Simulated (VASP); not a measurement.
Given:

```
GaAs
1.0
    0.00000     2.85411     2.85411
    2.85411     0.00000     2.85411
    2.85411     2.85411     0.00000
Ga As
1 1
Direct
  0.00000   0.00000   0.00000
  0.25000   0.25000   0.25000
```

Level of theory: PBE GGA with D3 dispersion (zero damping), VASP's PBE PAW potentials (set 64) (plane waves; VASP 6.6.1). Run with 520 eV cut-off, 8×8×8 Γ-centred mesh, Gaussian smearing of 0.050 eV, potentials Ga_d As.

### Question
Predict the energy per atom (σ→0), band gap (on the k-mesh) with the smallest direct gap where there is one.

### Answer

band gap (on the k-mesh): 0.31 eV
smallest direct gap (on the k-mesh): 0.31 eV
energy per atom (σ→0): -4.351 eV/atom

Total energies compare only between runs with the same potentials, cut-off and functional.

The compound is GaAs in the zinc blende structure. It was relaxed first.
